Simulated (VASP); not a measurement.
## SnSb (space group P4/mmm): computed properties

All values below come from PBEsol GGA, VASP's PBE PAW potentials (set 64) (plane waves; VASP).

| Property | Result |
|---|---|
| space group | P4/mmm (123) |
| cell | a = 3.037 Å, b = 3.037 Å, c = 6.151 Å, α = 90.00°, β = 90.00°, γ = 90.00° |
| volume per atom | 28.36 Å³/atom |
| band gap (over mesh and band path) | none (metal, semimetal or under 0.01 eV) |
| band gap with spin-orbit coupling | none (metallic) |
| density | 7.04 g/cm³ |

```cif
data_SbSn
_chemical_formula_sum 'Sn1 Sb1'
_space_group_name_H-M_alt 'P 1'
_space_group_IT_number 1
_cell_length_a 3.03661
_cell_length_b 3.03661
_cell_length_c 6.15063
_cell_angle_alpha 90.000
_cell_angle_beta 90.000
_cell_angle_gamma 90.000
loop_
_space_group_symop_operation_xyz
  'x, y, z'
loop_
_atom_site_label
_atom_site_type_symbol
_atom_site_fract_x
_atom_site_fract_y
_atom_site_fract_z
_atom_site_occupancy
Sn1 Sn 0.00000 0.00000 0.00000 1
Sb1 Sb 0.00000 0.00000 0.50000 1
```

Unless said otherwise, spin-orbit coupling is left out, though it shifts the bands of the heavy elements here.

The structure comes from a computed database's SnSb entry (P4/mmm); how it stands against other phases isn't given here. It was relaxed first. Symmetry was kept, so distortions that lower it aren't found. The electron count is odd and the run is not spin-polarised, which forces a metal.
